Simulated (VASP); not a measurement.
Method: revTPSS meta-GGA, VASP's PBE PAW potentials (set 64) (plane waves; VASP).

The input files of a VASP run:

File POSCAR:
```
Li
1
   -1.6724904777     1.6724904777     1.6724904777
    1.6724904777    -1.6724904777     1.6724904777
    1.6724904777     1.6724904777    -1.6724904777
Li
1
Direct
  0.0000000000   0.0000000000   0.0000000000
```

File KPOINTS:
```
Automatic mesh
0
Gamma
15 15 15
0 0 0
```

**INCAR**
```
! general
SYSTEM   =  Li
PREC     =  Accurate
ENCUT    =  520
LREAL    =  .FALSE.
LASPH    =  .TRUE.

! electronic loop
EDIFF    =  1E-7
NELM     =  100
ALGO     =  Normal
LMIXTAU  =  .TRUE.

! smearing
ISMEAR   =  1
SIGMA    =  0.1

! functional
METAGGA  =  RTPSS

! ions
ISIF     =  2

! output
LWAVE    =  .FALSE.
LCHARG   =  .FALSE.
```

POTCAR, in this order: Li_sv (PBE.64 set). Program: vasp_std.

The resulting files:

File OSZICAR:
```
       N       E                     dE             d eps       ncg     rms          rms(c)
DAV:   1     0.414186305074E+02    0.41419E+02   -0.33763E+05  1200   0.129E+06
DAV:   2     0.398249030313E+02   -0.15937E+01   -0.15885E+01  1200   0.978E+03
DAV:   3     0.969066854329E+00   -0.38856E+02   -0.38344E+02  2400   0.216E+03
DAV:   4    -0.196749815677E+01   -0.29366E+01   -0.28204E+01  2400   0.379E+02
DAV:   5    -0.281956900225E+01   -0.85207E+00   -0.84926E+00  2400   0.306E+02    0.158E+00
DAV:   6    -0.260496011622E+01    0.21461E+00   -0.89257E+00  1660   0.318E+01    0.446E-01
DAV:   7    -0.269224349203E+01   -0.87283E-01   -0.35508E-01  1405   0.679E+00    0.179E-01
DAV:   8    -0.269389527145E+01   -0.16518E-02   -0.47953E-02  1700   0.261E+00    0.183E-01
DAV:   9    -0.267661738503E+01    0.17278E-01   -0.11242E-02  1655   0.158E+00    0.276E-02
DAV:  10    -0.268337104259E+01   -0.67537E-02   -0.12131E-02  1520   0.909E-01    0.127E-01
DAV:  11    -0.268297505126E+01    0.39599E-03   -0.21639E-03  1255   0.636E-01    0.112E-01
DAV:  12    -0.268298567334E+01   -0.10622E-04   -0.10165E-04  1825   0.879E-02    0.105E-01
DAV:  13    -0.267792439240E+01    0.50613E-02   -0.31097E-03  1200   0.790E-01    0.105E-01
DAV:  14    -0.268323983681E+01   -0.53154E-02   -0.33181E-03  1200   0.790E-01    0.101E-01
DAV:  15    -0.268151250644E+01    0.17273E-02   -0.36853E-03  1310   0.701E-01    0.616E-02
DAV:  16    -0.267371719832E+01    0.77953E-02   -0.75321E-03  1200   0.124E+00    0.587E-02
DAV:  17    -0.267509910624E+01   -0.13819E-02   -0.61377E-04  1200   0.393E-01    0.669E-02
DAV:  18    -0.268031133862E+01   -0.52122E-02   -0.53651E-03  1200   0.105E+00    0.688E-02
DAV:  19    -0.267909213459E+01    0.12192E-02   -0.85333E-04  1200   0.420E-01    0.627E-02
DAV:  20    -0.268278301722E+01   -0.36909E-02   -0.96225E-04  1200   0.431E-01    0.641E-02
DAV:  21    -0.267636435629E+01    0.64187E-02   -0.29341E-03  1200   0.773E-01    0.620E-02
DAV:  22    -0.268138218191E+01   -0.50178E-02   -0.20298E-03  1200   0.604E-01    0.613E-02
DAV:  23    -0.268070678413E+01    0.67540E-03   -0.12746E-04  1290   0.146E-01    0.592E-02
DAV:  24    -0.267901565030E+01    0.16911E-02   -0.11420E-03  1295   0.485E-01    0.594E-02
DAV:  25    -0.268127785543E+01   -0.22622E-02   -0.21627E-03  1250   0.653E-01    0.714E-02
DAV:  26    -0.267922561889E+01    0.20522E-02   -0.42059E-04  1200   0.282E-01    0.620E-02
DAV:  27    -0.268248501493E+01   -0.32594E-02   -0.16764E-03  1200   0.612E-01    0.538E-02
DAV:  28    -0.268276957195E+01   -0.28456E-03   -0.10762E-04  1810   0.125E-01    0.413E-02
DAV:  29    -0.268337633025E+01   -0.60676E-03   -0.42553E-04  1540   0.306E-01    0.331E-02
DAV:  30    -0.268358988195E+01   -0.21355E-03   -0.13746E-04  1770   0.182E-01    0.215E-02
DAV:  31    -0.268374767644E+01   -0.15779E-03   -0.10783E-04  1615   0.160E-01    0.126E-02
DAV:  32    -0.268381549515E+01   -0.67819E-04   -0.61415E-05  1715   0.120E-01    0.633E-03
DAV:  33    -0.268386892095E+01   -0.53426E-04   -0.59976E-05  1550   0.117E-01    0.318E-03
DAV:  34    -0.268386986343E+01   -0.94248E-06   -0.70405E-05  1585   0.121E-01    0.550E-03
DAV:  35    -0.268388417272E+01   -0.14309E-04   -0.72890E-06  1220   0.410E-02    0.902E-03
DAV:  36    -0.268392426676E+01   -0.40094E-04   -0.34557E-05  1305   0.787E-02    0.873E-03
DAV:  37    -0.268394150359E+01   -0.17237E-04   -0.45777E-05  1570   0.953E-02    0.594E-03
DAV:  38    -0.268393713915E+01    0.43644E-05   -0.13161E-05  1695   0.571E-02    0.180E-03
DAV:  39    -0.268393164826E+01    0.54909E-05   -0.41307E-06  1790   0.332E-02    0.136E-03
DAV:  40    -0.268393058019E+01    0.10681E-05   -0.25437E-07  1200   0.891E-03    0.273E-03
DAV:  41    -0.268393337623E+01   -0.27960E-05   -0.11526E-06  1300   0.131E-02    0.307E-03
DAV:  42    -0.268393609401E+01   -0.27178E-05   -0.15079E-06  1505   0.169E-02    0.260E-03
DAV:  43    -0.268393749064E+01   -0.13966E-05   -0.63921E-07  1740   0.116E-02    0.189E-03
DAV:  44    -0.268393863062E+01   -0.11400E-05   -0.16050E-06  1495   0.185E-02    0.119E-03
DAV:  45    -0.268393903845E+01   -0.40783E-06   -0.13489E-07  1575   0.635E-03    0.428E-04
DAV:  46    -0.268393916765E+01   -0.12920E-06   -0.32365E-08   670   0.331E-03    0.571E-05
DAV:  47    -0.268393922385E+01   -0.56199E-07   -0.47617E-09   600   0.792E-04
   1 F= -.26839392E+01 E0= -.26839061E+01  d E =-.993247E-04
```

OUTCAR:
```
------------------------ aborting loop because EDIFF is reached ----------------------------------------
  FORCE on cell =-STRESS in cart. coord.  units (eV):
  Direction    XX          YY          ZZ          XY          YZ          ZX
  --------------------------------------------------------------------------------------
  Total        0.0635260      0.0635260      0.0635260     -0.0000000      0.0000000     -0.0000000
  in kB        5.4389010      5.4389010      5.4389010     -0.0000000      0.0000000     -0.0000000
  external PRESSURE =       5.4389010 kB  Pullay stress =       0.0000000 kB
  volume of cell :       18.71
      direct lattice vectors                 reciprocal lattice vectors
    -1.672490478  1.672490478  1.672490478     0.000000000  0.298955364  0.298955364
     1.672490478 -1.672490478  1.672490478     0.298955364  0.000000000  0.298955364
     1.672490478  1.672490478 -1.672490478     0.298955364  0.298955364  0.000000000
 POSITION                                       TOTAL-FORCE (eV/Angst)
 -----------------------------------------------------------------------------------
      0.00000      0.00000      0.00000         0.000000     -0.000000     -0.000000
 -----------------------------------------------------------------------------------
    total drift:                               -0.000000      0.000000      0.000000
  FREE ENERGIE OF THE ION-ELECTRON SYSTEM (eV)
  ---------------------------------------------------
  free  energy   TOTEN  =        -2.6839392238 eV

  energy  without entropy=       -2.6838398992  energy(sigma->0) =       -2.68390612
```
(Selected blocks of OUTCAR.)

The compound is Li in the bcc structure. This cell is one point of a volume scan, at 0.97 of the reference volume.
